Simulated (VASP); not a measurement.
An input for Quantum ESPRESSO's pw.x (written as the equivalent of a VASP run, and not itself run):

```
&CONTROL
  calculation = 'scf'
  pseudo_dir = './pseudo'
  outdir = './out'
  tprnfor = .true.
  tstress = .true.
/
&SYSTEM
  ibrav = 0
  nat = 2
  ntyp = 2
  ecutwfc = 82
  occupations = 'smearing'
  smearing = 'gaussian'
  degauss = 0.009996
  input_dft = 'pbe'
/
&ELECTRONS
  conv_thr = 7.3e-08
  electron_maxstep = 100
/
ATOMIC_SPECIES
  Hf 178.490 Hf.upf
  C 12.011 C.upf
CELL_PARAMETERS angstrom
     0.0000000    2.3171400    2.3171400
     2.3171400    0.0000000    2.3171400
     2.3171400    2.3171400    0.0000000
ATOMIC_POSITIONS crystal
  Hf   0.0048510  0.0137270  0.0019700
  C    0.4951490  0.4862730  0.4980300
K_POINTS automatic
  10 10 10 0 0 0
```

Write the VASP files for the same calculation (PBE).

Several could match; the one computed here: 
### KPOINTS
```
Regular mesh
0
gamma
 10 10 10
0 0 0
```

**INCAR**
```
# general
SYSTEM  = HfC
PREC    = Accurate
ENCUT   = 400
LREAL   = .FALSE.
LASPH   = .TRUE.

# electronic loop
EDIFF   = 1E-6
NELM    = 100
ALGO    = Normal
LMAXMIX = 6

# smearing
ISMEAR  = 0
SIGMA   = 0.136

# functional
GGA     = PE

# ions
ISIF    = 2

# output
LWAVE   = .FALSE.
LCHARG  = .FALSE.
```

### POSCAR
```
HfC
1
    0.0000000000     2.3171400000     2.3171400000
    2.3171400000     0.0000000000     2.3171400000
    2.3171400000     2.3171400000     0.0000000000
Hf C
1 1
Direct
  0.0048510000   0.0137270000   0.0019700000
  0.4951490000   0.4862730000   0.4980300000
```

POTCAR, in this order: Hf_pv C (PBE.64 set). Program: vasp_std.

The two are equivalent in intent, not identical: the potentials are each code's own (VASP's PAW set, PseudoDojo norm-conserving files in pw.x), so ENCUT and ecutwfc are chosen apart and not converted; conv_thr bounds pw.x's estimated SCF error, while EDIFF bounds the energy change between steps.

The structure comes from a computed database's HfC entry; how it stands against other phases isn't given here. The cell was not relaxed at this level, atoms are displaced from their ideal sites.
